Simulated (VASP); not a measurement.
The system is CdS.

```xyz
2
Lattice="0.0000 2.9165 2.9165 2.9165 0.0000 2.9165 2.9165 2.9165 0.0000" Properties=species:S:1:pos:R:3 pbc="T T T"
Cd    0.0000    0.0000    0.0000
S     1.4583    1.4583    1.4583
```

```yaml
Program: VASP 6.6.1
Task: relaxation of cell and atoms
Functional: HSE06
Potentials_or_basis: VASP PAW PBE potentials, release 64 (Cd, S)
Cutoff: 520 eV
k_mesh: 6 × 6 × 6
Occupations: gaussian, width 0.02 eV
Spin: no spin polarisation
```

At the start: pressure 2.0 GPa; volume 24.81 Å³/atom.

Q: How do energy, volume and symmetry change on relaxing?

A: Over 3 steps the energy falls by 5.0 meV/atom and the volume is 25.61 Å³/atom (+3.2 %); space group F-43m (No. 216, to 0.05 Å).

Step by step:
```
step  energy change (eV)  largest force (eV/Å)  pressure (GPa)  volume (Å³)
   1              0.0000                0.0000            2.03        49.62
   2             -0.0083                0.0000           -0.77        51.91
   3             -0.0099                0.0000            0.00        51.22
```

Final structure:
```
Cd S
1.0
     0.00000    2.94770    2.94770
     2.94770    0.00000    2.94770
     2.94770    2.94770    0.00000
Cd S
1 1
Direct
  0.00000 0.00000 0.00000
  0.25000 0.25000 0.25000
```

Caveat: the PAW data sets were made with another functional, which shifts forces and pressure a little.
